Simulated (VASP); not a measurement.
Data:

```
BN
1.0
    1.24535    -2.15700     0.00000
    1.24535     2.15700     0.00000
    0.00000     0.00000     6.46136
B N
2 2
Direct
  0.33333   0.66667   0.25000
  0.66667   0.33333   0.75000
  0.66667   0.33333   0.25000
  0.33333   0.66667   0.75000
```

The numbers are results of LDA (Ceperley-Alder, Perdew-Zunger), VASP's LDA PAW potentials (set 64) (plane waves; VASP 6.6.1), not measurements. Numerical set-up: 520 eV cut-off, 10×10×4 Γ-centred mesh, Gaussian smearing of 0.010 eV, potentials B N.

Give the electronic dielectric tensor ε∞ (DFPT, local fields included).

```
4.92  0.00  0.00
0.00  4.92  0.00
0.00  0.00  2.89
```

Give the Born effective charges.

```
atom   Z*xx   Z*yy   Z*zz   mean
----  -----  -----  -----  -----
B1     2.71   2.71   0.82   2.08
B2     2.71   2.71   0.82   2.08
N3    -2.71  -2.71  -0.82  -2.08
N4    -2.71  -2.71  -0.82  -2.08
```

And the static tensor with the ions free?

```
6.71  0.00  0.00
0.00  6.71  0.00
0.00  0.00  3.44
```

Which frequencies do the optical Γ-point modes have (no LO-TO splitting)?

51 (×2), 114, 750, 811, 1378 (×4) cm⁻¹.

The compound is BN in the hex structure. It was relaxed first.
